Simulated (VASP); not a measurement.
Output of a VASP run:

OSZICAR:
```
       N       E                     dE             d eps       ncg     rms          rms(c)
DAV:   1     0.158621505830E+03    0.15862E+03   -0.23463E+04   754   0.585E+04
DAV:   2    -0.521126978784E+01   -0.16383E+03   -0.15915E+03   824   0.393E+02
DAV:   3    -0.225659899333E+02   -0.17355E+02   -0.16484E+02  1130   0.138E+02
DAV:   4    -0.238734074513E+02   -0.13074E+01   -0.12937E+01  1079   0.296E+01
DAV:   5    -0.239551874837E+02   -0.81780E-01   -0.67717E-01  1098   0.678E+00    0.750E+00
DAV:   6    -0.212397918974E+02    0.27154E+01   -0.10021E+01   904   0.456E+01    0.305E+00
DAV:   7    -0.212041010010E+02    0.35691E-01   -0.49062E-01  1121   0.719E+00    0.196E+00
DAV:   8    -0.210523162564E+02    0.15178E+00   -0.39057E-01   804   0.584E+00    0.142E+00
DAV:   9    -0.211726005544E+02   -0.12028E+00   -0.15914E-01   779   0.419E+00    0.852E-01
DAV:  10    -0.211087051224E+02    0.63895E-01   -0.11318E-01   782   0.407E+00    0.683E-01
DAV:  11    -0.212098316385E+02   -0.10113E+00   -0.24221E-02   819   0.167E+00    0.191E-01
DAV:  12    -0.212227384918E+02   -0.12907E-01   -0.12689E-02   858   0.116E+00    0.898E-02
DAV:  13    -0.212235093873E+02   -0.77090E-03   -0.22925E-03   944   0.583E-01    0.210E-01
DAV:  14    -0.212228067981E+02    0.70259E-03   -0.11423E-03   782   0.395E-01    0.444E-02
DAV:  15    -0.212236499391E+02   -0.84314E-03   -0.46179E-04   799   0.231E-01    0.231E-02
DAV:  16    -0.212237846784E+02   -0.13474E-03   -0.78798E-05   964   0.172E-01    0.426E-02
DAV:  17    -0.212238267827E+02   -0.42104E-04   -0.14551E-05   859   0.633E-02    0.302E-02
DAV:  18    -0.212238374052E+02   -0.10622E-04   -0.44375E-06   774   0.208E-02    0.228E-02
DAV:  19    -0.212238403247E+02   -0.29195E-05   -0.49614E-06   884   0.436E-02    0.488E-03
DAV:  20    -0.212238411004E+02   -0.77566E-06   -0.13897E-06  1001   0.105E-02    0.143E-03
DAV:  21    -0.212238410989E+02    0.14738E-08   -0.73953E-08   519   0.271E-03
   1 F= -.21223841E+02 E0= -.21223841E+02  d E =-.327606E-14
```

OUTCAR:
```
------------------------ aborting loop because EDIFF is reached ----------------------------------------
  FORCE on cell =-STRESS in cart. coord.  units (eV):
  Direction    XX          YY          ZZ          XY          YZ          ZX
  --------------------------------------------------------------------------------------
  Total        1.3603912      1.3603912      1.3603912      0.0000000      0.0000000     -0.0000000
  in kB       44.1320355     44.1320355     44.1320355      0.0000000      0.0000000     -0.0000000
  external PRESSURE =      44.1320355 kB  Pullay stress =       0.0000000 kB
  volume of cell :       49.39
      direct lattice vectors                 reciprocal lattice vectors
     0.000000000  2.912036484  2.912036484    -0.171701145  0.171701145  0.171701145
     2.912036484  0.000000000  2.912036484     0.171701145 -0.171701145  0.171701145
     2.912036484  2.912036484  0.000000000     0.171701145  0.171701145 -0.171701145
  FREE ENERGIE OF THE ION-ELECTRON SYSTEM (eV)
  ---------------------------------------------------
  free  energy   TOTEN  =       -21.2238410989 eV

  energy  without entropy=      -21.2238410989  energy(sigma->0) =      -21.22384110
```
(Selected blocks of OUTCAR.)

POSCAR:
```
InP
1
    0.0000000000     2.9120364844     2.9120364844
    2.9120364844     0.0000000000     2.9120364844
    2.9120364844     2.9120364844     0.0000000000
In P
1 1
Direct
  0.0000000000   0.0000000000   0.0000000000
  0.2500000000   0.2500000000   0.2500000000
```

Write an INCAR and KPOINTS that could have produced this output.

One answer among several that fit: the input of the run itself, TPSS meta-GGA, plane waves, VASP's PBE PAW potentials (set 64).

**KPOINTS**
```
Automatic
0
G
 8 8 8
0 0 0
```

INCAR:
```
ALGO = Normal
EDIFF = 1E-7
ENCUT = 520
ISIF = 2
ISMEAR = 0
LASPH = .TRUE.
LCHARG = .FALSE.
LMAXMIX = 4
LMIXTAU = .TRUE.
LREAL = .FALSE.
LWAVE = .FALSE.
METAGGA = TPSS
NELM = 100
PREC = Accurate
SIGMA = 0.05
SYSTEM = InP
```

POTCAR, in this order: In_d P (PBE.64 set). Program: vasp_std.

The compound is InP in the zinc blende structure. This cell is one point of a volume scan, at 0.94 of the reference volume.
